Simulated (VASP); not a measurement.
Data:

```yaml
crystal:
  lattice:
    - [-4.01906, 4.01906, 2.36281]
    - [4.01906, -4.01906, 2.36281]
    - [4.01906, 4.01906, -2.36281]
  atoms:
    - { symbol: Cd, position: [0.75000, 0.25000, 0.50000] }
    - { symbol: Cd, position: [0.00000, 0.00000, 0.00000] }
    - { symbol: As, position: [0.37500, 0.56329, 0.68829] }
    - { symbol: As, position: [0.31329, 0.12500, 0.68829] }
    - { symbol: As, position: [0.87500, 0.68671, 0.31171] }
    - { symbol: As, position: [0.43671, 0.62500, 0.31171] }
```

Method: PBEsol GGA, VASP's PBE PAW potentials (set 64) (plane waves; VASP). Numerical set-up: 300 eV cut-off, 4×4×4 Γ-centred mesh, Fermi-Dirac smearing of 0.10 eV, potentials Cd As.

### Question
Predict the energy per atom (σ→0), band gap (on the k-mesh) with the smallest direct gap where there is one.

### Answer

| Quantity | Value |
|---|---|
| band gap (on the k-mesh) | 0.18 eV |
| smallest direct gap (on the k-mesh) | 0.80 eV |
| energy per atom (σ→0) | -3.845 eV/atom |

Total energies compare only between runs with the same potentials, cut-off and functional.

The structure comes from a computed database's CdAs2 entry; how it stands against other phases isn't given here. The cell was not relaxed at this level.
